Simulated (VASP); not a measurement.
Input:

```
CELL_PARAMETERS angstrom
      1.53581    -2.66010     0.00000
      1.53581     2.66010     0.00000
      0.00000     0.00000     3.47338
ATOMIC_POSITIONS crystal
  Mg 0.00000 0.00000 0.00000
  B  0.33333 0.66667 0.50000
  B  0.66667 0.33333 0.50000
```

These are vdW-DF2, VASP's PBE PAW potentials (set 64) (plane waves; VASP) values and carry that method's errors. Numerical set-up: 520 eV cut-off, 10×10×8 Γ-centred mesh, first-order Methfessel-Paxton smearing of 0.10 eV, potentials Mg B.

Energy and stress use the plane-wave basis of the starting cell.

Question: The ions, cell shape and volume are relaxed. Which structure does the run end with?

Answer: 
```
CELL_PARAMETERS angstrom
      1.54389    -2.67409     0.00000
      1.54389     2.67409     0.00000
      0.00000     0.00000     3.51568
ATOMIC_POSITIONS crystal
  Mg 0.00000 0.00000 0.00000
  B  0.33333 0.66667 0.50000
  B  0.66667 0.33333 0.50000
```
Space group P6/mmm (191), at a tolerance of 0.03 Å.

Question: How do energy and volume change from the first to the last step?

Answer: The energy (σ→0) changes by -2.2 meV/atom and the volume by +2.3 %, in 4 ionic steps.

The compound is MgB2 in the AlB2 type structure. This run relaxes it. Symmetry was kept, so distortions that lower it aren't found.
